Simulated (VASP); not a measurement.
Method: RPBE GGA, VASP's PBE PAW potentials (set 64) (plane waves; VASP).

Input for VASP

**INCAR**
```
! general
SYSTEM   =  Er
PREC     =  Accurate
ENCUT    =  520
LREAL    =  .FALSE.
LASPH    =  .TRUE.

! electronic loop
EDIFF    =  1E-7
NELM     =  100
ALGO     =  Normal
LMAXMIX  =  6

! smearing
ISMEAR   =  1
SIGMA    =  0.1

! functional
GGA      =  RP

! ions
IBRION   =  2
NSW      =  30
ISIF     =  4
EDIFFG   =  -0.01

! output
LWAVE    =  .FALSE.
LCHARG   =  .FALSE.
```

### KPOINTS
```
Automatic
0
Gamma
 12 12 7
0 0 0
```

POSCAR:
```
Er
1
    1.7787504879    -3.0808857645     0.0000000000
    1.7787504879     3.0808857645     0.0000000000
    0.0000000000     0.0000000000     5.5060305430
Er
2
Direct
  0.3333330000   0.6666670000   0.2500000000
  0.6666670000   0.3333330000   0.7500000000
```

POTCAR, in this order: Er_3 (PBE.64 set). Program: vasp_std.

The 4f electrons are frozen in the core of the lanthanide potential, so 4f levels, which can set the real gap, and their magnetism are missing.

Task: Predict the energy per atom (σ→0), band gap (on the k-mesh).

Result: 
```
Quantity                                                     Value
------------------------  ----------------------------------------
energy per atom (σ→0)                               -4.147 eV/atom
band gap (on the k-mesh)  none (metal, semimetal or under 0.01 eV)
```

### OSZICAR
```
...
       N       E                     dE             d eps       ncg     rms          rms(c)
DAV:   1    -0.829558646263E+01   -0.28191E-03   -0.13008E-02  3031   0.144E+00    0.787E-02
DAV:   2    -0.829543401063E+01    0.15245E-03   -0.33414E-04  3308   0.269E-01    0.470E-02
DAV:   3    -0.829535611266E+01    0.77898E-04   -0.83783E-05  3758   0.110E-01    0.267E-02
DAV:   4    -0.829535547122E+01    0.64145E-06   -0.13270E-05  3331   0.324E-02    0.114E-02
DAV:   5    -0.829535534383E+01    0.12738E-06   -0.41861E-07  2589   0.957E-03    0.156E-03
DAV:   6    -0.829535528872E+01    0.55118E-07   -0.39179E-08  1508   0.421E-03
   3 F= -.82953553E+01 E0= -.82945521E+01  d E =-.326726E-03
```

The compound is Er in the hcp structure. This cell is one point of a volume scan, at 0.94 of the reference volume. Symmetry was kept, so distortions that lower it aren't found.
